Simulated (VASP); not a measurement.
The system is CdHgS2.

```
Cd S Hg
1.0
     4.18085    0.00000    0.00000
     0.00000    4.18085    0.00000
     0.00000    0.00000    5.88430
Cd S Hg
1 2 1
Direct
  0.00000 0.00000 0.00000
  0.00000 0.50000 0.24656
  0.50000 0.00000 0.75344
  0.50000 0.50000 0.50000
```

The cell was built by a generator and needn't be a form met in nature.

Program: VASP 6.6.1. Alike in all runs: task single point; potentials or basis VASP PAW PBE potentials, release 64 (Cd, S, Hg); no spin polarisation; cell as given; cutoff (eV) 520; smearing gaussian 0.01 eV.

Problem. Order these runs on this cell by their band gap on the k mesh, lowest first.
A. level PBEsol; k mesh 4 × 4 × 4; mesh quality not flagged
B. level PBE-based screened hybrid; k mesh 4 × 4 × 2; exchange at q = 0 truncated; grid for exact exchange (PRECFOCK) Normal; screening parameter 0.5; share of exact exchange 0.15; mesh quality coarse
C. level HSE06; k mesh 4 × 4 × 2; exchange at q = 0 truncated; grid for exact exchange (PRECFOCK) Normal; screening parameter 0.2079 1/A; mesh quality coarse

Solution. A (0.15 eV), B (0.55 eV), C (1.21 eV).

Caveats: some runs use coarse meshes; spin-orbit coupling is left out, which moves the levels of the heavy elements.
